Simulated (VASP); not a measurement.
OSZICAR of a VASP run on YHg2 (space group P6/mmm):

OSZICAR:
```
       N       E                     dE             d eps       ncg     rms          rms(c)
DAV:   1     0.178724100414E+03    0.17872E+03   -0.13382E+04  3024   0.108E+03
DAV:   2    -0.343085290655E+01   -0.18215E+03   -0.17772E+03  3324   0.329E+02
DAV:   3    -0.101044360509E+02   -0.66736E+01   -0.66148E+01  4101   0.591E+01
DAV:   4    -0.102344782398E+02   -0.13004E+00   -0.12997E+00  3849   0.679E+00
DAV:   5    -0.102369192485E+02   -0.24410E-02   -0.24408E-02  4005   0.761E-01    0.319E+01
DAV:   6    -0.963082084745E+01    0.60610E+00   -0.15171E+00  3239   0.121E+01    0.189E+01
DAV:   7    -0.952572033675E+01    0.10510E+00   -0.45751E-01  3848   0.469E+00    0.407E+00
DAV:   8    -0.952270859400E+01    0.30117E-02   -0.29264E-02  3687   0.136E+00    0.492E-01
DAV:   9    -0.952130635418E+01    0.14022E-02   -0.77702E-03  3351   0.562E-01    0.138E-01
DAV:  10    -0.952131239625E+01   -0.60421E-05   -0.45534E-04  3980   0.131E-01    0.324E-02
DAV:  11    -0.952131588496E+01   -0.34887E-05   -0.15705E-05  3876   0.327E-02    0.116E-02
DAV:  12    -0.952131758349E+01   -0.16985E-05   -0.19574E-06  2620   0.120E-02    0.631E-03
DAV:  13    -0.952131744029E+01    0.14319E-06   -0.21887E-07  1732   0.328E-03
   1 F= -.95213174E+01 E0= -.94709019E+01  d E =-.100831E+00
```

Question: Which electronic solver shows in the log?

Answer: It is blocked Davidson (ALGO = Normal, or the opening steps of other solvers). The INCAR had ALGO = Normal.

Question: Can the final energy be trusted as converged?

Answer: Self-consistency was reached. It stopped with EDIFF = 1E-6, NELM = 100 (PBEsol GGA, plane waves, VASP's PBE PAW potentials (set 64)).

The structure comes from a computed database's YHg2 entry (P6/mmm); how it stands against other phases isn't given here. The cell was not relaxed at this level, and its volume differs by -5.9 % from the start's. The electron count is odd and the run is not spin-polarised, which forces a metal.
